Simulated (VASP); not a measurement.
A cell of W (bcc) near equilibrium:

```yaml
crystal:
  lattice:
    - [-1.59356, 1.59356, 1.59356]
    - [1.59356, -1.59356, 1.59356]
    - [1.59356, 1.59356, -1.59356]
  atoms:
    - { symbol: W, position: [0.00000, 0.00000, 0.00000] }
```

The numbers are results of PBE GGA, VASP's PBE PAW potentials (set 64) (plane waves; VASP), not measurements.

```json
[
 {"run": "as it is", "ΔE (meV/atom)": "0.0", "σxx": "0.04", "σyy": "0.04", "σzz": "0.04", "largest shear component, with its sign (GPa)": "0.00", "largest force (eV/Å)": "0.000"},
 {"run": "after one change", "ΔE (meV/atom)": "113.4", "σxx": "-22.56", "σyy": "-22.56", "σzz": "-22.56", "largest shear component, with its sign (GPa)": "0.00", "largest force (eV/Å)": "0.000"}
]
```
Stress is in GPa, positive when the cell is compressed.

Problem. Name the change that produced these shifts.
A. biaxial strain of -4.0 % in the xy plane
B. isotropic strain of +3.0 %
C. isotropic strain of +1.5 %
D. isotropic strain of +2.0 %

Solution. B, isotropic strain of +3.0 %

The compound is W in the bcc structure.
